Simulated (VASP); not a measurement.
**RbZnBr3: single point with PBEsol**

The system is RbZnBr3.

```xyz
5
Lattice="5.4000 0.0000 0.0000 0.0000 5.4000 0.0000 0.0000 0.0000 5.4000" Properties=species:S:1:pos:R:3 pbc="T T T"
Rb    0.0000    0.0000    0.0000
Zn    2.7000    2.7000    2.7000
Br    2.7000    2.7000    0.0000
Br    2.7000    0.0000    2.7000
Br    0.0000    2.7000    2.7000
```

The cell comes from a database or a generator and needn't be the stable form of this composition.

```json
{"Program": "VASP 6.6.1", "Task": "single point", "Functional": "PBEsol", "Potentials or basis": "VASP PAW PBE potentials, release 64 (Rb_sv, Zn, Br)", "Cutoff": "520 eV", "k mesh": "4 × 4 × 4", "Occupations": "gaussian, width 0.05 eV", "Spin": "no spin polarisation", "Dipole correction": "no", "Further INCAR settings": "ALGO = Normal; EDIFF = 1e-06; NBANDS = 29"}
```

* Pressure: -2.8 GPa
* Band gap on the k mesh: none (metal or under the smearing width)

Levels at points of the mesh, in eV from the Fermi level:
| k point | band 17 | band 18 | band 19 | band 20 | band 21 | band 22 | band 23 | band 24 | band 25 | band 26 |
| --- | --- | --- | --- | --- | --- | --- | --- | --- | --- | --- |
| (0.00, 0.00, 0.00) | -0.77 | -0.77 | -0.48 | -0.48 | -0.48 | -0.07 | 4.40 | 5.93 | 5.93 | 6.79 |
| (0.50, 0.00, 0.00) | -1.03 | -1.03 | -1.01 | -0.65 | -0.65 | 2.91 | 6.22 | 6.57 | 6.82 | 7.44 |
| (0.50, 0.50, 0.00) | -1.21 | -1.11 | -1.11 | -0.39 | -0.06 | 4.52 | 5.82 | 5.82 | 7.27 | 7.75 |
| (0.50, 0.50, 0.50) | -0.37 | -0.37 | -0.04 | -0.04 | -0.04 | 4.91 | 4.91 | 4.91 | 5.65 | 6.16 |

It took 42 s on 1 thread of Intel(R) Xeon(R) Platinum 8259CL CPU @ 2.50GHz (Skylake/Cascade Lake) (shared host), peak memory 0.25 GiB.

Caveat: the PAW data sets were made with another functional, which shifts forces and pressure a little.
